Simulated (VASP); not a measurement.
Output of a VASP run:

OUTCAR:
```
 ion  position               nearest neighbor table
   1  0.333  0.667  0.247-   5 2.92   5 2.92   5 2.92   4 3.04   3 3.38   3 3.38   3 3.38
   2  0.667  0.333  0.753-   4 2.92   4 2.92   4 2.92   5 3.04   3 3.38   3 3.38   3 3.38
   3  0.000  0.000  0.000-   1 3.38   2 3.38   2 3.38   1 3.38   2 3.38   1 3.38
   4  0.333  0.667  0.647-   2 2.92   2 2.92   2 2.92   1 3.04   5 3.59   5 3.59   5 3.59
   5  0.667  0.333  0.353-   1 2.92   1 2.92   1 2.92   2 3.04   4 3.59   4 3.59   4 3.59
  LATTYP: Found a hexagonal cell.
 ALAT       =     4.8691550000
 C/A-ratio  =     1.5581514657
 Subroutine PRICEL returns:
 Original cell was already a primitive cell.
 Subroutine GETGRP returns: Found 12 space group operations
The static configuration has the point symmetry D_3d.
The dynamic configuration has the point symmetry D_3d.
 Subroutine INISYM returns: Found 12 space group operations
 Subroutine IBZKPT returns following result:
 Found     50 irreducible k-points:

 Following reciprocal coordinates:
            Coordinates               Weight
  0.000000  0.000000  0.000000      1.000000
  0.111111  0.000000  0.000000      6.000000
  0.222222  0.000000  0.000000      6.000000
  0.333333  0.000000  0.000000      6.000000
  0.444444  0.000000  0.000000      6.000000
  0.111111  0.111111  0.000000      6.000000
  0.222222  0.111111  0.000000     12.000000
  0.333333  0.111111  0.000000     12.000000
  0.444444  0.111111  0.000000      6.000000
  0.222222  0.222222  0.000000      6.000000
  0.333333  0.222222  0.000000     12.000000
  0.333333  0.333333  0.000000      2.000000
  0.000000  0.000000  0.200000      2.000000
  0.111111  0.000000  0.200000      6.000000
  0.000000  0.111111  0.200000      6.000000
  0.222222  0.000000  0.200000      6.000000
  0.000000  0.222222  0.200000      6.000000
  0.333333  0.000000  0.200000      6.000000
  0.000000  0.333333  0.200000      6.000000
  0.444444  0.000000  0.200000      6.000000
  0.000000  0.444444  0.200000      6.000000
  0.111111  0.111111  0.200000     12.000000
  0.222222  0.111111  0.200000     12.000000
 -0.111111  0.333333  0.200000     12.000000
  0.333333  0.111111  0.200000     12.000000
 -0.111111  0.444444  0.200000     12.000000
  0.444444  0.111111  0.200000     12.000000
  0.222222  0.222222  0.200000     12.000000
  0.333333  0.222222  0.200000     12.000000
 -0.222222 -0.444444  0.200000     12.000000
  0.333333  0.333333  0.200000      4.000000
  0.000000  0.000000  0.400000      2.000000
  0.111111  0.000000  0.400000      6.000000
  0.000000  0.111111  0.400000      6.000000
  0.222222  0.000000  0.400000      6.000000
  0.000000  0.222222  0.400000      6.000000
  0.333333  0.000000  0.400000      6.000000
  0.000000  0.333333  0.400000      6.000000
  0.444444  0.000000  0.400000      6.000000
  0.000000  0.444444  0.400000      6.000000
   k-points           NKPTS =     50   k-points in BZ     NKDIM =     50   number of bands    NBANDS=     22
   number of dos      NEDOS =    301   number of ions     NIONS =      5
   total plane-waves  NPLWV =  51200
   dimension x,y,z NGX =    32 NGY =   32 NGZ =   50
   dimension x,y,z NGXF=    64 NGYF=   64 NGZF=  100
   ions per type =               2   3
   PREC   = accura    normal or accurate (medium, high low for compatibility)
   ISTART =      0    job   : 0-new  1-cont  2-samecut
   ICHARG =      2    charge: 1-file 2-atom 10-const
   ISPIN  =      1    spin polarized calculation?
   LNONCOLLINEAR =      F non collinear calculations
   LSORBIT =      F    spin-orbit coupling
   INIWAV =      1    electr: 0-lowe 1-rand  2-diag
   ENCUT  =  400.0 eV  29.40 Ry    5.42 a.u.   7.94  7.94 12.37*2*pi/ulx,y,z
   NELM   =    100;   NELMIN=  2; NELMDL= -5     # of ELM steps
   EDIFF  = 0.1E-05   stopping-criterion for ELM
   LREAL  =      F    real-space projection
   NLSPLINE    = F    spline interpolate recip. space projectors
   LMAXMIX     =    6 max onsite mixed and CHGCAR
   VOSKOWN=      0    Vosko Wilk Nusair interpolation
...
```

OSZICAR:
```
       N       E                     dE             d eps       ncg     rms          rms(c)
DAV:   1     0.159664394950E+03    0.15966E+03   -0.13228E+04  3912   0.122E+03
DAV:   2    -0.715172675565E+01   -0.16682E+03   -0.16216E+03  3964   0.429E+02
DAV:   3    -0.236549477585E+02   -0.16503E+02   -0.16080E+02  3952   0.805E+01
DAV:   4    -0.244780733443E+02   -0.82313E+00   -0.81719E+00  4288   0.259E+01
DAV:   5    -0.245091731681E+02   -0.31100E-01   -0.31076E-01  3784   0.321E+00    0.284E+01
DAV:   6    -0.240436750199E+02    0.46550E+00   -0.13663E+00  3960   0.111E+01    0.178E+01
DAV:   7    -0.240673111078E+02   -0.23636E-01   -0.92538E-01  4064   0.940E+00    0.119E+00
DAV:   8    -0.240379319405E+02    0.29379E-01   -0.26048E-01  3936   0.458E+00    0.874E-01
DAV:   9    -0.240392039857E+02   -0.12720E-02   -0.10116E-02  3628   0.741E-01    0.310E-01
DAV:  10    -0.240393960045E+02   -0.19202E-03   -0.10593E-03  4192   0.406E-01    0.102E-01
DAV:  11    -0.240395881785E+02   -0.19217E-03   -0.18408E-04  2968   0.855E-02    0.395E-02
DAV:  12    -0.240396308387E+02   -0.42660E-04   -0.59320E-05  3360   0.565E-02    0.329E-02
DAV:  13    -0.240396377510E+02   -0.69123E-05   -0.10786E-05  3064   0.235E-02    0.707E-03
DAV:  14    -0.240396389095E+02   -0.11585E-05   -0.21494E-06  2368   0.108E-02    0.444E-03
DAV:  15    -0.240396391680E+02   -0.25853E-06   -0.72512E-07  2040   0.824E-03
   1 F= -.24039639E+02 E0= -.24039639E+02  d E =-.523776E-11
```

### OUTCAR
```
------------------------ aborting loop because EDIFF is reached ----------------------------------------
  FORCE on cell =-STRESS in cart. coord.  units (eV):
  Direction    XX          YY          ZZ          XY          YZ          ZX
  --------------------------------------------------------------------------------------
  Total        3.5622091      3.5622092      4.6781407     -0.0000004     -0.0000000      0.0000000
  in kB       36.6377568     36.6377581     48.1152501     -0.0000043     -0.0000000      0.0000000
  external PRESSURE =      40.4635884 kB  Pullay stress =       0.0000000 kB
  volume of cell :      155.78
      direct lattice vectors                 reciprocal lattice vectors
     4.869155000  0.000000000  0.000000000     0.205374444  0.118573013  0.000000000
    -2.434578000  4.216812000  0.000000000     0.000000000  0.237145977  0.000000000
     0.000000000  0.000000000  7.586881000     0.000000000  0.000000000  0.131806470
 POSITION                                       TOTAL-FORCE (eV/Angst)
 -----------------------------------------------------------------------------------
     -0.00000      2.81121      1.87168        -0.000000      0.000000     -0.718006
      2.43458      1.40560      5.71520         0.000000      0.000000      0.718006
      0.00000      0.00000      0.00000         0.000000      0.000000      0.000000
     -0.00000      2.81121      4.90871         0.000000     -0.000000     -0.079333
      2.43458      1.40560      2.67817        -0.000000      0.000000      0.079333
 -----------------------------------------------------------------------------------
    total drift:                                0.000000     -0.000000      0.000000
  FREE ENERGIE OF THE ION-ELECTRON SYSTEM (eV)
  ---------------------------------------------------
  free  energy   TOTEN  =       -24.0396391680 eV

  energy  without entropy=      -24.0396391680  energy(sigma->0) =      -24.03963917
```
(Selected blocks of OUTCAR.)

POSCAR:
```
Er2Te3
1
    4.8691550000     0.0000000000     0.0000000000
   -2.4345780000     4.2168120000     0.0000000000
    0.0000000000     0.0000000000     7.5868810000
Er Te
2 3
Direct
  0.3333330000   0.6666670000   0.2467000000
  0.6666670000   0.3333330000   0.7533000000
  0.0000000000   0.0000000000   0.0000000000
  0.3333330000   0.6666670000   0.6470000000
  0.6666670000   0.3333330000   0.3530000000
```

### Question
Write an INCAR and KPOINTS that could have produced this output.

### Answer
This is not unique; one that fits is the input of the run itself, PBE GGA, plane waves, VASP's PBE PAW potentials (set 64).

### INCAR
```
ALGO=Normal
EDIFF=1E-6
ENCUT=400
GGA=PE
ISIF=2
ISMEAR=0
LASPH=.True.
LCHARG=.False.
LMAXMIX=6
LREAL=.False.
LWAVE=.False.
NELM=100
PREC=Accurate
SIGMA=0.05
SYSTEM=Er2Te3
```

**KPOINTS**
```
Automatic
0
gamma
  9 9 5
```

POTCAR, in this order: Er_3 Te (PBE.64 set). Program: vasp_std.

The 4f electrons are frozen in the core of the lanthanide potential, so 4f levels, which can set the real gap, and their magnetism are missing.

The structure was generated: Er2Te3 was put into the A-La2O3 type (P-3m1), which need not be its known phase. The cell was not relaxed at this level. The run is one of a series of settings (KPOINTS 9×9×5 Γ-centred mesh against the base run), some of them coarse on purpose.
